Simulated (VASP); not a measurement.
Method: revPBE GGA, VASP's PBE PAW potentials (set 64) (plane waves; VASP 6.6.1).

VASP ran on this input.

### KPOINTS
```
k-points along high-symmetry lines
15
Line-mode
Reciprocal
  0.000000   0.000000   0.000000 ! GAMMA
  0.500000   0.000000   0.500000 ! X

  0.500000   0.000000   0.500000 ! X
  0.625000   0.250000   0.625000 ! U

  0.375000   0.375000   0.750000 ! K
  0.000000   0.000000   0.000000 ! GAMMA

  0.000000   0.000000   0.000000 ! GAMMA
  0.500000   0.500000   0.500000 ! L

  0.500000   0.500000   0.500000 ! L
  0.500000   0.250000   0.750000 ! W

  0.500000   0.250000   0.750000 ! W
  0.500000   0.000000   0.500000 ! X
```

### INCAR
```
SIGMA = 0.05
ISMEAR = 0   # Gaussian
ICHARG = 11   # fixed density
LMAXMIX = 4   # l cut-off of mixed one-centre charges
ALGO = Normal   # blocked Davidson
LREAL = .False.
LASPH = .True.   # aspherical one-centre terms
SYSTEM = SnTe
LORBIT = 11   # lm-projected
LWAVE = .False.
NELM = 100   # most electronic steps
GGA = RE   # revPBE
LCHARG = .False.
PREC = Accurate
EDIFF = 1E-7
ENCUT = 520
```

**POSCAR**
```
SnTe
1
   -0.0000000000     3.2290465703     3.2290465703
    3.2290465703    -0.0000000000     3.2290465703
    3.2290465703     3.2290465703    -0.0000000000
Sn Te
1 1
Direct
  0.0000000000   0.0000000000   0.0000000000
  0.5000000000   0.5000000000   0.5000000000
```

POTCAR, in this order: Sn_d Te (PBE.64 set). Program: vasp_std. Read from the step before: CHGCAR.

Output

**OUTCAR**
```
 ion  position               nearest neighbor table
   1  0.000  0.000  0.000-   2 3.23   2 3.23   2 3.23   2 3.23   2 3.23   2 3.23
   2  0.500  0.500  0.500-   1 3.23   1 3.23   1 3.23   1 3.23   1 3.23   1 3.23
  LATTYP: Found a face centered cubic cell.
 ALAT       =     6.4580931406
 Subroutine PRICEL returns:
 Original cell was already a primitive cell.
 Subroutine GETGRP returns: Found 48 space group operations
The static configuration has the point symmetry O_h .
The dynamic configuration has the point symmetry O_h .
 Subroutine INISYM returns: Found 48 space group operations
   k-points           NKPTS =     90   k-points in BZ     NKDIM =     90   number of bands    NBANDS=     14
   number of dos      NEDOS =    301   number of ions     NIONS =      2
   total plane-waves  NPLWV =  46656
   dimension x,y,z NGX =    36 NGY =   36 NGZ =   36
   dimension x,y,z NGXF=    72 NGYF=   72 NGZF=   72
   ions per type =               1   1
   PREC   = accura    normal or accurate (medium, high low for compatibility)
   ISTART =      0    job   : 0-new  1-cont  2-samecut
   ICHARG =     11    charge: 1-file 2-atom 10-const
   ISPIN  =      1    spin polarized calculation?
   LNONCOLLINEAR =      F non collinear calculations
   LSORBIT =      F    spin-orbit coupling
   INIWAV =      1    electr: 0-lowe 1-rand  2-diag
   ENCUT  =  520.0 eV  38.22 Ry    6.18 a.u.   8.49  8.49  8.49*2*pi/ulx,y,z
   NELM   =    100;   NELMIN=  2; NELMDL= -5     # of ELM steps
   EDIFF  = 0.1E-06   stopping-criterion for ELM
   LREAL  =      F    real-space projection
   NLSPLINE    = F    spline interpolate recip. space projectors
   LMAXMIX     =    4 max onsite mixed and CHGCAR
   VOSKOWN=      0    Vosko Wilk Nusair interpolation
   EDIFFG = 0.1E-05   stopping-criterion for IOM
   NSW    =      0    number of steps for IOM
   NBLOCK =      1;   KBLOCK =      1    inner block; outer block
   IBRION =     -1    ionic relax: 0-MD 1-quasi-New 2-CG
   NFREE  =      0    steps in history (QN), initial steepest desc. (CG)
   ISIF   =      2    stress and relaxation
   ISYM   =      2    0-nonsym 1-usesym 2-fastsym
   TEIN   =    0.0    initial temperature
   TEBEG  =    0.0;   TEEND  =   0.0 temperature during run
...
```

OSZICAR:
```
       N       E                     dE             d eps       ncg     rms          rms(c)
DAV:   1     0.120970048105E+03    0.12097E+03   -0.98396E+03  2520   0.160E+03
DAV:   2     0.310405786965E+01   -0.11787E+03   -0.11573E+03  2610   0.354E+02
DAV:   3    -0.698716352083E+01   -0.10091E+02   -0.99854E+01  3336   0.971E+01
DAV:   4    -0.724858474005E+01   -0.26142E+00   -0.26132E+00  2926   0.169E+01
DAV:   5    -0.725982375969E+01   -0.11239E-01   -0.11239E-01  3654   0.327E+00
DAV:   6    -0.726017951576E+01   -0.35576E-03   -0.35576E-03  3278   0.458E-01
DAV:   7    -0.726018337599E+01   -0.38602E-05   -0.38604E-05  3674   0.542E-02
DAV:   8    -0.726018344271E+01   -0.66722E-07   -0.66329E-07  3276   0.668E-03
   1 F= -.72601834E+01 E0= -.72600791E+01  d E =-.208633E-03
```

### OUTCAR
```
 val. band max:        6.1143210568   @ k =   0.5000   0.5000   0.5000

 cond. band min:       6.2482602992   @ k =   0.5000   0.5000   0.5000



 k-point     1 :       0.0000    0.0000    0.0000
  band No.  band energies     occupation
      1     -15.7926      2.00000
      2     -15.7926      2.00000
      3     -15.7925      2.00000
      4     -15.7925      2.00000
      5     -15.7925      2.00000
      6      -6.1165      2.00000
      7       1.2395      2.00000
      8       4.1961      2.00000
      9       4.1961      2.00000
     10       4.1961      2.00000
     11       9.3627      0.00000
     12       9.3627      0.00000
     13       9.3627      0.00000
     14      11.0380      0.00000

 k-point     2 :       0.0357    0.0000    0.0357
  band No.  band energies     occupation
      1     -15.7927      2.00000
      2     -15.7926      2.00000
      3     -15.7925      2.00000
      4     -15.7924      2.00000
      5     -15.7924      2.00000
      6      -6.1037      2.00000
      7       1.1721      2.00000
      8       4.1718      2.00000
      9       4.1718      2.00000
     10       4.2973      2.00000
     11       9.1273      0.00000
     12       9.3650      0.00000
     13       9.3650      0.00000
     14      10.9539      0.00000

 k-point     3 :       0.0714    0.0000    0.0714
  band No.  band energies     occupation
      1     -15.7931      2.00000
      2     -15.7927      2.00000
      3     -15.7924      2.00000
      4     -15.7922      2.00000
      5     -15.7922      2.00000
      6      -6.0652      2.00000
      7       0.9958      2.00000
      8       4.1018      2.00000
      9       4.1018      2.00000
     10       4.5700      2.00000
     11       8.5673      0.00000
     12       9.3774      0.00000
     13       9.3774      0.00000
     14      10.7427      0.00000

 k-point     4 :       0.1071    0.0000    0.1071
  band No.  band energies     occupation
      1     -15.7937      2.00000
...
```

The density is held fixed in this step, so its total energy and stress have no physical meaning. Unless said otherwise, spin-orbit coupling is left out, though it shifts the bands of the heavy elements here.

The compound is SnTe in the rock salt structure, which distorts at low temperature. It was relaxed first, which changed the volume by +7 %.
